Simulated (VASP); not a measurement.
Calculation: MS2 meta-GGA, VASP's PBE PAW potentials (set 64) (plane waves; VASP 6.6.1).

VASP input:

INCAR:
```
# general
SYSTEM  = SrCl2
PREC    = Accurate
ENCUT   = 520
LREAL   = F
LASPH   = T   # aspherical one-centre terms

# electronic loop
EDIFF   = 1E-6   # SCF stop (eV)
NELM    = 100   # most electronic steps
ALGO    = Normal   # blocked Davidson
LMAXMIX = 4   # l cut-off of mixed one-centre charges
LMIXTAU = T

# smearing
ISMEAR  = 0
SIGMA   = 0.05   # width (eV)

# functional
METAGGA = MS2

# ions
IBRION  = 2
NSW     = 60
ISIF    = 3   # ions, shape and volume
EDIFFG  = -0.02   # ionic stop

# output
LWAVE   = F
LCHARG  = F
```

**POSCAR**
```
SrCl2
1
    0.0000000000     3.4996152758     3.4996152758
    3.4996152758    -0.0000000000     3.4996152758
    3.4996152758     3.4996152758     0.0000000000
Sr Cl
1 2
Direct
  1.0000000000   1.0000000000   1.0000000000
  0.2500000000   0.2500000000   0.2500000000
  0.7500000000   0.7500000000   0.7500000000
```

### KPOINTS
```
Automatic
0
G
5 5 5
```

POTCAR, in this order: Sr_sv Cl (PBE.64 set). Program: vasp_std.

Problem. What does the run give for the energy per atom (σ→0)?

Solution. 
```yaml
energy per atom (σ→0): -757.6 kJ/mol-atom
```

OSZICAR:
```
...
DAV:  31    -0.235568704092E+02    0.80757E-04   -0.53071E-05   512   0.878E-02    0.244E-01
DAV:  32    -0.235570015902E+02   -0.13118E-03   -0.89216E-05   464   0.987E-02    0.201E-01
DAV:  33    -0.235569643685E+02    0.37222E-04   -0.20872E-04   552   0.895E-02    0.879E-02
DAV:  34    -0.235569659470E+02   -0.15785E-05   -0.12834E-04   552   0.895E-02    0.593E-02
DAV:  35    -0.235569745440E+02   -0.85970E-05   -0.87470E-06   408   0.298E-02    0.404E-02
DAV:  36    -0.235569727753E+02    0.17687E-05   -0.37541E-06   488   0.186E-02    0.328E-02
DAV:  37    -0.235569726309E+02    0.14438E-06   -0.95937E-07   272   0.124E-02
   1 F= -.23556973E+02 E0= -.23556973E+02  d E =-.235570E+02
```

The compound is SrCl2 in the fluorite structure. It was relaxed first. The start is the result of an earlier pass.
